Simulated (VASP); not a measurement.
# BH₂S₂F: harmonic vibrations of a molecule

BH₂S₂F, molecule in box, 6 atoms in the cell. PBE, harmonic vibrations; PAW potentials F, B, S, H (PBE set).

## Input

INCAR.step1:
```
SYSTEM = BH2S2F
PREC     = Accurate       ! precision mode
ENCUT    = 400            ! plane-wave cutoff, eV
EDIFF    = 1E-8           ! SCF threshold, eV
ISMEAR   = 0              ! smearing method
SIGMA    = 0.01           ! smearing width, eV
ISYM     = 0            
LREAL    = .FALSE.        ! projectors in reciprocal space
LASPH    = .TRUE.         ! aspherical terms in the spheres
NELM     = 100            ! most SCF steps
ALGO     = Normal         ! electronic algorithm
LWAVE    = .FALSE.        ! write WAVECAR
LCHARG   = .FALSE.        ! write CHGCAR
IBRION   = 2              ! ionic algorithm
NSW      = 60             ! ionic steps
ISIF     = 2              ! what is computed and relaxed
EDIFFG   = -0.002         ! ionic threshold
POTIM    = 0.5            ! step
```

INCAR.step2, as INCAR.step1 but for:
```
- IBRION = 2
- NSW = 60
- ISIF = 2
- EDIFFG = -0.002
- POTIM = 0.5
+ IBRION = 5
+ NFREE = 2
+ POTIM = 0.015
+ NSW = 1
```

KPOINTS:
```
k-points
0
Gamma
  1 1 1
```

POSCAR.step1:
```
BH2S2F
1.0
   14.0000000000      0.0000000000      0.0000000000
    0.0000000000     11.0000000000      0.0000000000
    0.0000000000      0.0000000000     11.0000000000
F B S H
1 1 2 2
Direct
    0.4728357100      0.4274227300      0.5925954500
    0.5054000000      0.4948863600      0.5014318200
    0.6308428600      0.4946136400      0.4634136400
    0.4249071400      0.5882954500      0.4135863600
    0.6550357100      0.4155227300      0.5512227300
    0.3468214300      0.5557318200      0.4766500000
```

Commands (each step's output is kept before the next begins):
```
cat potpaw_PBE.64/F/POTCAR potpaw_PBE.64/B/POTCAR potpaw_PBE.64/S/POTCAR potpaw_PBE.64/H/POTCAR > POTCAR
cp INCAR.step1 INCAR
cp POSCAR.step1 POSCAR
mpirun -np 4 vasp_gam > vasp.out
cp CONTCAR POSCAR
cp INCAR.step2 INCAR
mpirun -np 4 vasp_gam > vasp.out
```

## Result

- Vibrations (cm⁻¹; a negative value is imaginary): 2630, 2630, 1240, 968, 817, 729, 508, 477, 374, 325, 211, 207
- Zero-point energy (eV): 0.689
- Translations and rotations, which should read zero (cm⁻¹): -24, -8, -6, 1, 6, 9
- Vibrational entropy at 298 K (meV/K): 0.365
- Displaced cells: 36
- Ionic steps, all stages: 61
- Electronic steps, all stages: 1051

VASP 6.6.1 took 1022 s on 4 cores (AMD EPYC 7R43 (Zen 3)), a shared host.
